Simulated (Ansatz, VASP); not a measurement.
# Cross-check of SnSeS between VASP and Ansatz

One calculation is typed for both programs; each brings its own data sets. How far apart do they land? The cell is taken from a series of runs on this material, whose earlier steps may have relaxed, scaled, displaced or heated it; both programs get it as it stands.

Calculated with Ansatz 0.2.0; plane waves, with VASP 6.6.1 beside it; single point at PBEsol and single point at PBEsol, spin-orbit coupling.

## (1) Starting point

The cell holds 3 atoms: 1 Sn, 1 S and 1 Se. Its edges and angles: a = 3.648 Å, b = 3.648 Å, c = 29.800 Å, α = 90.0°, β = 90.0°, γ = 120.0°. Vacuum lies along c.

## (2) Ansatz: single point, PBEsol

Ansatz runs on its PAW soft_1 files.

With cell and atoms fixed, the geometry can't cause a difference; cores, projectors, grids and the points listed under the comparison can.

The input, input.yaml:

```yaml
crystal:
  lattice:
    - [3.6477638451, 0.0, 0.0]
    - [-1.8238819226, 3.1590561569, 0.0]
    - [0.0, 0.0, 29.8]
  atoms:
    - { symbol: Sn, position: [0.3333333333, 0.6666666667, 0.5026035403] }
    - { symbol: S, position: [0.6666666667, 0.3333333333, 0.5555371731] }
    - { symbol: Se, position: [0.6666666667, 0.3333333333, 0.4444628269] }
  periodic: [true, true, false]
kpoints:
  mp_grid: { grid: [6, 6, 1] }
  band_path:
    path:
      - [0, 0, 0]
      - [0.5, 0, 0]
      - [0.3333333333333, 0.3333333333333, 0]
      - [0, 0, 0]
    npoints: 10
hamiltonian:
  xc: pbesol
  pseudopotentials: { kind: paw, azcp: { folder: soft_1 }, xc_functional: pbe }
scf:
  occupations: { method: fermi_dirac, width: 0.02 }
  n_extra_bands: 5
output:
  eigenvalues: true
  write_density: true
  write_potential: true
  elf: true
  volumetric_format: npy
```

Run with:

```
$ ansatz run input.yaml --threads 8 --pin off --max-ram 17510MiB --backend cpu --events-out ev --progress --plain --runs-dir out
```

Numbers of over 12 decimals in the logs are rounded to 6 here.

Output:

```text
scf.n_extra_bands = 5 over 18 filled bands (N_el = 36.0): the run solves 23 bands
Engine: ansatz 0.2.0, x86_64-unknown-linux-gnu
Pseudopotentials: kind: paw
Pseudopotential: Sn, paw, valence charge 14, recommended cutoff 420 eV (normal), soft_1/Sn.paw.azcp
Pseudopotential: S, paw, valence charge 6, recommended cutoff 420 eV (normal), soft_1/S.paw.azcp
Pseudopotential: Se, paw, valence charge 16, recommended cutoff 420 eV (normal), soft_1/Se.paw.azcp
Functional definition: PBEsol
  exchange = pbesol_x
  correlation = pbesol_c
Crystal: 3 atoms, lattice volume = 343.400 Å³
Basis set: ecut = 420 eV, 6615 PW (Γ)
Bands: 23, of which v1, the nominal top of the filled ones, is band 18 counted from 1 (17 counted from 0)
Symmetry: 6 space group operations
Space group: P3m1 (ITA 156), of the structure as read, at distance tolerance 7.0e-5 Å
k-points: 7 of 36 (time reversal used)
Non-local potential: Sn, projectors of the file, l = 0: 2, l = 1: 2, l = 2: 2, l = 3: 1
Non-local potential: S, projectors of the file, l = 0: 2, l = 1: 2, l = 2: 1
Non-local potential: Se, projectors of the file, l = 0: 2, l = 1: 2, l = 2: 3, l = 3: 1
PAW form: soft (Blöchl's): semilocal exchange-correlation on the pseudo side does not see the compensation charge
PAW frozen core: Sn, regenerated for the run's functional, and the local potential with it (the file was generated under x = pbe(κ = 0.804, μ = 0.219515), c = pbe(β = 0.066725))
PAW frozen core: S, regenerated for the run's functional, and the local potential with it (the file was generated under x = pbe(κ = 0.804, μ = 0.219515), c = pbe(β = 0.066725))
PAW frozen core: Se, regenerated for the run's functional, and the local potential with it (the file was generated under x = pbe(κ = 0.804, μ = 0.219515), c = pbe(β = 0.066725))
PAW one-centre angular grid: Sn, 590 points (default); XC on 64 Gauss nodes
PAW one-centre angular grid: S, 110 points (default); XC on 64 Gauss nodes
PAW one-centre angular grid: Se, 590 points (default); XC on 64 Gauss nodes
Initial density: superposition of atomic densities (neutral atoms: chi_scale 0, normalization atom)
Initial wavefunctions: pseudopotential atomic-orbital guess
Functional: x = pbesol(κ = 0.804, μ = 0.123457), c = pbesol(β = 0.046)
SCF iter   1: F=—  HF=-12259.674678 eV  |F-HF|=—  |Δ(HF+E_count)|=         —  Δρ=1.63e-2  dr2=1.63e0  ethr=3.10e-3  ⟨swp⟩=18.0  Hψ=1433  notcnv=0
preconditioner: auto → none  [insulator: Δε(μ)=0.477 eV  Ē_g=15.603 eV  σ=0.020 eV  W_gap=1.00  n_scr=16 (ndim 8)  ℏωp=10.2 eV  f_vac=0.758  D(μ)=0.00/eV (n_scr^D=0)  ε∞_Penn≈1.4]
SCF iter   2: F=—  HF=-12259.377088 eV  |F-HF|=—  |Δ(HF+E_count)|=   2.98e-1  Δρ=9.54e-3  dr2=1.35e0  ethr=3.10e-3  ⟨swp⟩=4.9  Hψ=440  notcnv=0  defer=5
preconditioner: auto → LDOS  [insulator: Δε(μ)=0.179 eV  Ē_g=9.605 eV  σ=0.020 eV  W_gap=0.98  n_scr=16 (ndim 8)  ℏωp=8.0 eV  f_vac=0.761  D(μ)=0.15/eV (n_scr^D=2)  ε∞_Penn≈1.7  β→1.0]
SCF iter   3: F=—  HF=-12259.186127 eV  |F-HF|=—  |Δ(HF+E_count)|=   1.91e-1  Δρ=2.92e-3  dr2=3.63e-2  ethr=3.10e-3  ⟨swp⟩=4.0  Hψ=286  notcnv=0  defer=5
SCF iter   4: F=—  HF=-12259.183117 eV  |F-HF|=—  |Δ(HF+E_count)|=   3.01e-3  Δρ=7.89e-4  dr2=4.36e-3  ethr=1.01e-4  ⟨swp⟩=4.4  Hψ=396  notcnv=0  defer=6
SCF iter   5: F=—  HF=-12259.181710 eV  |F-HF|=—  |Δ(HF+E_count)|=   1.41e-3  Δρ=1.93e-4  dr2=1.48e-4  ethr=1.21e-5  ⟨swp⟩=2.9  Hψ=306  notcnv=0  defer=6
SCF iter   6: F=—  HF=-12259.181729 eV  |F-HF|=—  |Δ(HF+E_count)|=   1.94e-5  Δρ=6.63e-5  dr2=5.75e-5  ethr=4.12e-7  ⟨swp⟩=3.6  Hψ=362  notcnv=0  defer=6
SCF iter   7: F=—  HF=-12259.181707 eV  |F-HF|=—  |Δ(HF+E_count)|=   2.28e-5  Δρ=1.92e-5  dr2=1.24e-6  ethr=1.60e-7  ⟨swp⟩=3.6  Hψ=295  notcnv=0  defer=6
SCF iter   8: F=-12259.181708 eV  HF=-12259.181708 eV  |F-HF|=2.81e-8  |Δ(HF+E_count)|=   1.53e-6  Δρ=4.73e-6  dr2=6.05e-8  ethr=2.78e-10  ⟨swp⟩=13.4  Hψ=915  notcnv=0
SCF 1 converged in 8 iterations: F = -12259.181708 eV  dr2 = 6.05e-8
  greatest PAW one-centre occupation: 1.000 electrons in one spin orbital (limit 2), on the Se atom at site 2 (counted from 0), in its partial waves of l = 2
NSCF: frozen V_eff on 31 k-points
WARN: The output density's exchange-correlation potential varies sharply where the density is thin. Do not read a vacuum level from v_tot or v_xc, or from such a field of the output density. On a cell that repeats whose density bears no net charge and no dipole along the vacuum's axis use v_es (v_loc + v_h of the components); under efield.dipole_correction with no amplitude use v_es + v_field, which holds any externa [...]
SCF converged after 8 iterations
Free energy (F): -12259.181708 eV
Harris-Foulkes:  -12259.181708 eV  (|F-HF|=2.81e-8)
Internal energy: -12259.180752 eV  (E = F + TS)
E sigma→0 (E₀):  -12259.181230 eV
Entropy (-TS):   -0.000956 eV (-0.319 meV/atom)
Fermi energy:    -5.669167 eV
--- Per-component energies (eV) ---
  E_band       = -984.154850
  E_kinetic    = 384.499279
  E_local      = -64279.669803  (includes V_loc(G=0)·N_el)
  E_nonlocal   = -170.968921
  E_hartree    = 31929.555182
  E_xc         = -295.906845
  E_vxc        = -251.602064  (∫ρ·V_xc dr)
  E_paw        = -6976.520655  (= ΣΔE_a)
  E_vpaw       = -525.508098  (= ΣTr[D̂ρ^β])
  E_aug_tail   = -0.000082  (compensation charges beyond the density's cutoff)
  E_ewald      = 27148.475852
  E_core_change = 1.355241  (= ΣΔE_core)
  E_smearing   = -0.000956  (= −TS)
  E_closure    = 0.000000  (closes the sum)
  Σ components = -12259.181708   (vs F -12259.181708, Δ=0.00e0)
--- Band table (eV; the first three rows and the last of 7) ---
  k-point 0: bands = [... 14 lower, -6.9432, -6.9432, -5.7272, -5.7272, -5.1303, -1.8588 (-1.8588°), -1.3721, -1.3721, ... 1 higher]
  k-point 1: bands = [... 14 lower, -7.7519, -7.3776, -6.9872, -5.9986, -4.2659, -2.3019, -0.8597 (-0.8597°), -0.8211, ... 1 higher]
  k-point 2: bands = [... 14 lower, -9.3707, -8.0851, -6.7536, -6.4119, -4.9974, -3.1070, -1.1222, -0.5603, ... 1 higher]
  k-point 6: bands = [... 14 lower, -9.7771, -9.3670, -8.3746, -6.2455, -4.7363, -3.4158, 0.2531, 0.5527, ... 1 higher]
  ° read free of the cell's end (the report's vacuum.weakly_bound_levels)
```

## (3) VASP: single point, PBEsol

The same cell, functional, mesh and smearing now go to VASP, with its own data sets.

Lines of VASP's logs that name or quote its potential files are left out, and so is its time.

The input, INCAR:

```
SYSTEM = SnSeS
PREC = Accurate
ENCUT = 400
EDIFF = 1E-06
NELM = 120
ISMEAR = -1
SIGMA = 0.02
LREAL = .FALSE.
ALGO = Normal
GGA = PS
NBANDS = 19
LORBIT = 11
LWAVE = .FALSE.
LCHARG = .FALSE.
ISIF = 2
LDIPOL = .TRUE.
IDIPOL = 3
DIPOL = 0.5 0.5 0.501
LVHAR = .TRUE.
LASPH = .TRUE.
GGA_COMPAT = .FALSE.
EFERMI = MIDGAP
NELMDL = -8
KPAR = 2
```

The input, POSCAR:

```
SnSeS
1.0
    3.6477638451      0.0000000000      0.0000000000
   -1.8238819226      3.1590561569      0.0000000000
    0.0000000000      0.0000000000     29.8000000000
Sn S Se
1 1 1
Direct
    0.3333333333      0.6666666667      0.5026035403
    0.6666666666      0.3333333334      0.5555371731
    0.6666666666      0.3333333334      0.4444628269
```

The input, KPOINTS:

```
Automatic mesh
0
Gamma
6 6 1
0 0 0
```

Potentials, in the order of the species: Sn_d, S and Se (PBE family, release 64).

Run with:

```
$ mpirun -np 2 vasp_std
```

Output:

```text
[banner, memory and clock lines left out]
running    2 mpi-ranks, on    1 nodes
 distrk:  each k-point on    1 cores,    2 groups
 distr:  one band on    1 cores,    1 groups

 POSCAR found type information on POSCAR SnS Se
 POSCAR found :  3 types and       3 ions
|                                                                             |
|               ----> ADVICE to this user running VASP <----                  |
|                                                                             |
|     You enforced a specific xc type in the INCAR file but a different       |
|     [... a line on the potential file left out ...]
|     I HOPE YOU KNOW WHAT YOU ARE DOING!                                     |
|                                                                             |

 LDA part: xc-table for (Slater+PW92), standard interpolation
 POSCAR, INCAR and KPOINTS ok, starting setup
 FFT: planning ... GRIDC
 FFT: planning ... GRID_SOFT
 FFT: planning ... GRID
 WAVECAR not read
 entering main loop
       N       E                     dE             d eps       ncg     rms          rms(c)
DAV:   1     0.166717161400E+03    0.16672E+03   -0.96011E+03   322   0.850E+02
DAV:   2     0.723340461905E+01   -0.15948E+03   -0.15541E+03   336   0.214E+02
DAV:   3    -0.126133744476E+02   -0.19847E+02   -0.19533E+02   342   0.861E+01
DAV:   4    -0.131769526922E+02   -0.56358E+00   -0.56274E+00   374   0.174E+01
DAV:   5    -0.131889568872E+02   -0.12004E-01   -0.12003E-01   389   0.259E+00
DAV:   6    -0.131894421182E+02   -0.48523E-03   -0.48523E-03   377   0.404E-01
DAV:   7    -0.131894475799E+02   -0.54618E-05   -0.54619E-05   413   0.447E-02
DAV:   8    -0.131894477610E+02   -0.18109E-06   -0.18113E-06   356   0.696E-03    0.656E+00
DAV:   9    -0.127449726856E+02    0.44448E+00   -0.10137E+00   397   0.104E+01    0.452E+00
DAV:  10    -0.127107843844E+02    0.34188E-01   -0.40792E-01   324   0.421E+00    0.825E-01
DAV:  11    -0.127029619716E+02    0.78224E-02   -0.13099E-01   321   0.264E+00    0.389E-01
DAV:  12    -0.127006155938E+02    0.23464E-02   -0.28027E-02   289   0.802E-01    0.208E-01
DAV:  13    -0.127007839600E+02   -0.16837E-03   -0.39349E-03   320   0.355E-01    0.108E-01
DAV:  14    -0.127007901970E+02   -0.62369E-05   -0.68641E-04   342   0.127E-01    0.699E-02
DAV:  15    -0.127007878520E+02    0.23450E-05   -0.35110E-04   330   0.902E-02    0.159E-02
DAV:  16    -0.127007912886E+02   -0.34367E-05   -0.43973E-05   340   0.391E-02    0.790E-03
DAV:  17    -0.127008051063E+02   -0.13818E-04   -0.71247E-06   343   0.133E-02    0.599E-03
DAV:  18    -0.127008365271E+02   -0.31421E-04   -0.60033E-06   269   0.949E-03    0.464E-03
DAV:  19    -0.127008382072E+02   -0.16801E-05   -0.33405E-07   235   0.336E-03    0.313E-03
DAV:  20    -0.127008761803E+02   -0.37973E-04   -0.35601E-06   233   0.600E-03    0.310E-03
DAV:  21    -0.127008798860E+02   -0.37058E-05   -0.31909E-07   297   0.238E-03    0.239E-03
DAV:  22    -0.127008834520E+02   -0.35660E-05   -0.43471E-08   264   0.997E-04    0.161E-03
DAV:  23    -0.127008894325E+02   -0.59805E-05   -0.15872E-07   279   0.143E-03    0.948E-04
DAV:  24    -0.127008900922E+02   -0.65970E-06   -0.97576E-09   228   0.572E-04
   1 F= -.12700890E+02 E0= -.12700382E+02  d E =-.101704E-02
```

Parts of OUTCAR (step 3):

```text
ion  position               nearest neighbor table
   1  0.333  0.667  0.503-   2 2.63   2 2.63   2 2.63   3 2.73   3 2.73   3 2.73
   2  0.667  0.333  0.556-   1 2.63   1 2.63   1 2.63
   3  0.667  0.333  0.444-   1 2.73   1 2.73   1 2.73

  LATTYP: Found a hexagonal cell.
 ALAT       =     3.6477638451
 C/A-ratio  =     8.1693884981

 Subroutine GETGRP returns: Found  6 space group operations
 (whereof  6 operations were pure point group operations)

The static configuration has the point symmetry C_3v.

 Found      7 irreducible k-points:

   k-points           NKPTS =      7   k-points in BZ     NKDIM =      7   number of bands    NBANDS=     19

   dimension x,y,z NGX =    24 NGY =   24 NGZ =  196
   dimension x,y,z NGXF=    48 NGYF=   48 NGZF=  392

   ENCUT  =  400.0 eV  29.40 Ry    5.42 a.u.   5.95  5.95 48.60*2*pi/ulx,y,z

   NELECT =      26.0000    total number of electrons

 k-points in reciprocal lattice and weights: Automatic mesh
   0.00000000  0.00000000  0.00000000       0.028
   0.16666667  0.00000000  0.00000000       0.167
   0.33333333  0.00000000  0.00000000       0.167
   0.50000000  0.00000000  0.00000000       0.083
   0.16666667  0.16666667  0.00000000       0.167
   0.33333333  0.16666667  0.00000000       0.333
   0.33333333  0.33333333  0.00000000       0.056

 dipolmoment           0.000000      0.000000      0.020544 electrons x Angstroem

 average (electrostatic) potential at core
       1-110.6063       2 -94.7054       3 -61.1231

 E-fermi :  -3.3960

 k-point     1 :       0.0000    0.0000    0.0000
  band No.  band energies     occupation
    ...
      9      -5.4374      2.00000
     10      -4.6718      2.00000
     11      -4.6718      2.00000
     12      -3.4523      1.88708
     13      -3.4523      1.88708
     14      -2.8522      0.00000
     15       0.4183      0.00000
     16       0.9041      0.00000
     17       0.9041      0.00000
     18       1.7252      0.00000
    ...

 k-point     2 :       0.1667    0.0000    0.0000
  band No.  band energies     occupation
    ...
      9      -6.3089      2.00000
     10      -5.4854      2.00000
     11      -5.1066      2.00000
     12      -4.7154      2.00000
     13      -3.7245      2.00000
     14      -1.9891      0.00000
     15      -0.0277      0.00000
     16       1.4173      0.00000
     17       1.4569      0.00000
     18       2.0832      0.00000
    ...

 k-point     3 :       0.3333    0.0000    0.0000
  band No.  band energies     occupation
    ...
      9      -7.6048      2.00000
     10      -7.1029      2.00000
     11      -5.8149      2.00000
     12      -4.4841      2.00000
     13      -4.1387      2.00000
     14      -2.7247      0.00000
     15      -0.8325      0.00000
     16       1.1546      0.00000
     17       1.7165      0.00000
     18       2.8451      0.00000
    ...

  Total        0.0732122      0.0732122      0.0403468     -0.0000000      0.0000000     -0.0000000
  in kB        0.3415811      0.3415811      0.1882431     -0.0000000      0.0000000     -0.0000000
  external PRESSURE =       0.2904684 kB  Pullay stress =       0.0000000 kB

  energy-cutoff  :      400.00
  volume of cell :      343.40
      direct lattice vectors                 reciprocal lattice vectors
     3.647763845  0.000000000  0.000000000     0.274140554  0.158275122  0.000000000
    -1.823881923  3.159056157  0.000000000     0.000000000  0.316550245  0.000000000
     0.000000000  0.000000000 29.800000000     0.000000000  0.000000000  0.033557047

 POSITION                                       TOTAL-FORCE (eV/Angst)
 -----------------------------------------------------------------------------------
     -0.00000      2.10604     14.97759        -0.000000      0.000000      0.016669
      1.82388      1.05302     16.55501        -0.000000      0.000000      0.011797
      1.82388      1.05302     13.24499         0.000000     -0.000000     -0.028466
 -----------------------------------------------------------------------------------
    total drift:                                0.000001     -0.000000      0.000144

  FREE ENERGIE OF THE ION-ELECTRON SYSTEM (eV)
  ---------------------------------------------------
  free  energy   TOTEN  =       -12.7008900922 eV

  energy  without entropy=      -12.6998730473  energy(sigma->0) =      -12.70038157

 vacuum level on the upper side and lower side of the slab         2.425         2.103

 total charge
# of ion       s       p       d       tot
------------------------------------------
    1        1.052   1.007  10.099  12.159
    2        1.365   2.285   0.000   3.650
    3        1.491   2.294   0.028   3.812
--------------------------------------------------
tot          3.908   5.586  10.127  19.621

[... 3 further parts left out ...]
```

## (4) Comparison

Known differences besides the potentials themselves: Ansatz cuts the interaction across the vacuum, VASP repeats the sheet with a dipole correction; the data sets hold 36 valence electrons in Ansatz (on its PAW soft_1 files) and 26 in VASP; the cutoff is 420 eV in Ansatz and 400 eV in VASP; Ansatz makes its cores anew for this functional, VASP keeps those of its PBE data sets. Total energies have different zeros and are not compared.

Both answers:

| quantity | Ansatz | VASP | difference |
| --- | --- | --- | --- |
| gap on the k mesh (eV) | 0.125 | 0.121 | +0.003 |

A gap on the mesh is an upper bound, since the band edges may lie between its points. With vacuum in the cell, a pressure given here is an average over mostly empty space and none of the material.

(Continued in part 2 of 2.)

[Lines on the potential files, build, host, timing and source positions are cut from VASP's logs without a mark.]

[Logs are printed without paths, hosts, clocks, repeated set-up lines and the standing remarks that a program may print on its own settings, such as how far it seeks lower states.]

[Hosts, paths, dates, database ids (printed as entryN), source tags and the programs' standing remarks are cut or masked in the printed files.]
